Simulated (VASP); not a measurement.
Data:

```xyz
3
Lattice="1.7726 -3.0703 0.0000 1.7726 3.0703 0.0000 0.0000 0.0000 6.6731" Properties=species:S:1:pos:R:3 pbc="T T T"
Ti     0.0000     0.0000     0.0000
Se     1.7726     1.0234     1.5453
Se     1.7726    -1.0234     5.1278
```

All values below come from PBE GGA, VASP's PBE PAW potentials (set 64) (plane waves; VASP). Numerical set-up: 520 eV cut-off, 11×11×5 Γ-centred mesh, tetrahedra with Blöchl corrections, potentials Ti_sv Se.

The cores are frozen, which limits the accuracy of field gradients. Without a dispersion term in the relaxation, distances and binding between the weakly bound layers, chains or molecules are unreliable, and so is what depends on them.

Q: Give the principal components of the electric field gradient (V/Å²) and the asymmetry η at each nucleus.

A: 
```
atom   Vxx   Vyy    Vzz     η
----  ----  ----  -----  ----
Ti1   12.1  12.1  -24.1  0.00
Se2   25.2  25.2  -50.5  0.00
Se3   25.2  25.2  -50.5  0.00
```

The compound is TiSe2 in the 1T layered structure. It was relaxed first, which changed the volume by +11 %.
